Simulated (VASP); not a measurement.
Data:

```
NaI
1.0
    0.00000     3.19801     3.19801
    3.19801     0.00000     3.19801
    3.19801     3.19801     0.00000
Na I
1 1
Cartesian
  0.00000   0.00000   0.00000
  3.19801   3.19801   3.19801
```

Level of theory: PBEsol GGA with spin-orbit coupling, VASP's PBE PAW potentials (set 64) (plane waves; VASP). Settings: 400 eV cut-off, 7×7×7 Γ-centred mesh, Gaussian smearing of 0.050 eV, potentials Na_pv I.

Task: What does the run give for the energy per atom (σ→0), band gap (over mesh and band path) with the smallest direct gap where there is one?

Result: 
```
Quantity                                                Value
---------------------------------------------  --------------
band gap (over mesh and band path)                    3.26 eV
smallest direct gap (over mesh and band path)         3.26 eV
energy per atom (σ→0)                          -2.896 eV/atom
```

Only differences to runs with the same potentials and settings are physical.

The compound is NaI in the rock salt structure. It was relaxed first.
